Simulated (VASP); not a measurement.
Here is the system:

```xyz
2
Lattice="0.0000 3.3017 3.3017 3.3017 0.0000 3.3017 3.3017 3.3017 0.0000" Properties=species:S:1:pos:R:3 pbc="T T T"
Ag     6.6034     6.6034     6.6034
I      1.6508     1.6508     1.6508
```

All values below come from PBE GGA, VASP's PBE PAW potentials (set 64) (plane waves; VASP 6.6.1). Settings: 350 eV cut-off, Gaussian smearing of 0.050 eV, potentials Ag I.

Unless said otherwise, spin-orbit coupling is left out, though it shifts the bands of the heavy elements here.

Q: Give the energies of bands 2 to 12 at the high-symmetry points, in eV from the valence-band maximum.

A: 
```
band      Γ      X      U      L      W
----  -----  -----  -----  -----  -----
2     -3.93  -4.17  -3.98  -3.82  -3.85
3     -3.93  -3.46  -3.56  -3.77  -3.66
4     -3.93  -3.46  -3.44  -3.77  -3.47
5     -2.86  -2.79  -2.83  -2.84  -2.92
6     -2.86  -2.76  -2.83  -2.84  -2.65
7      0.00  -2.42  -2.62  -2.74  -2.59
8      0.00  -1.62  -1.83  -0.65  -1.93
9      0.00  -1.62  -1.29  -0.65  -1.50
10     1.34   3.75   3.97   2.78   4.63
11     5.83   3.86   4.99   6.29   5.29
12     5.83   8.34   7.64   6.29   6.40
```

The gap is direct, 1.34 eV, from the valence maximum at Γ to the conduction minimum at Γ.

The compound is AgI in the zinc blende structure, whereas wurtzite is the usual form. It was relaxed first.
